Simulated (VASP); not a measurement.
VASP input:

### INCAR
```
SYSTEM = NaCl
PREC = Accurate
ENCUT = 400
EDIFF = 1E-6
NELM = 100
ALGO = Normal
LREAL = .FALSE.
LASPH = .TRUE.
ISMEAR = 0
SIGMA = 0.05
LWAVE = .FALSE.
LCHARG = .FALSE.
IBRION = 2
ISIF = 3
NSW = 60
EDIFFG = -0.01
```

### KPOINTS
```
Regular mesh
0
gamma
 7 7 7
0 0 0
```

POSCAR:
```
NaCl
1
    0.0000000000     2.8200000000     2.8200000000
    2.8200000000     0.0000000000     2.8200000000
    2.8200000000     2.8200000000     0.0000000000
Na Cl
1 1
Direct
  0.0000000000   0.0000000000   0.0000000000
  0.5000000000   0.5000000000   0.5000000000
```

POTCAR, in this order: Na_pv Cl (LDA.64 set). Program: vasp_std.

Question: Write an equivalent input for Quantum ESPRESSO's pw.x.

Answer: One equivalent input (not run):
```
&CONTROL
  calculation = 'vc-relax'
  pseudo_dir = './pseudo'
  outdir = './out'
  tprnfor = .true.
  tstress = .true.
  nstep = 60
  forc_conv_thr = 0.00039
/
&SYSTEM
  ibrav = 0
  nat = 2
  ntyp = 2
  ecutwfc = 88
  occupations = 'smearing'
  smearing = 'gaussian'
  degauss = 0.003675
  input_dft = 'pz'
/
&ELECTRONS
  conv_thr = 7.3e-08
  electron_maxstep = 100
/
&IONS
/
&CELL
/
ATOMIC_SPECIES
  Na 22.990 Na.upf
  Cl 35.450 Cl.upf
CELL_PARAMETERS angstrom
     0.0000000    2.8200000    2.8200000
     2.8200000    0.0000000    2.8200000
     2.8200000    2.8200000    0.0000000
ATOMIC_POSITIONS crystal
  Na   0.0000000  0.0000000  0.0000000
  Cl   0.5000000  0.5000000  0.5000000
K_POINTS automatic
  7 7 7 0 0 0
```
Limits of the translation: the potentials are each code's own (VASP's PAW set, PseudoDojo norm-conserving files in pw.x), so ENCUT and ecutwfc are chosen apart and not converted; conv_thr bounds pw.x's estimated SCF error, while EDIFF bounds the energy change between steps; forc_conv_thr acts on force components and is met together with etot_conv_thr.

The compound is NaCl in the rock salt structure. This run relaxes it. Symmetry was kept, so distortions that lower it aren't found.
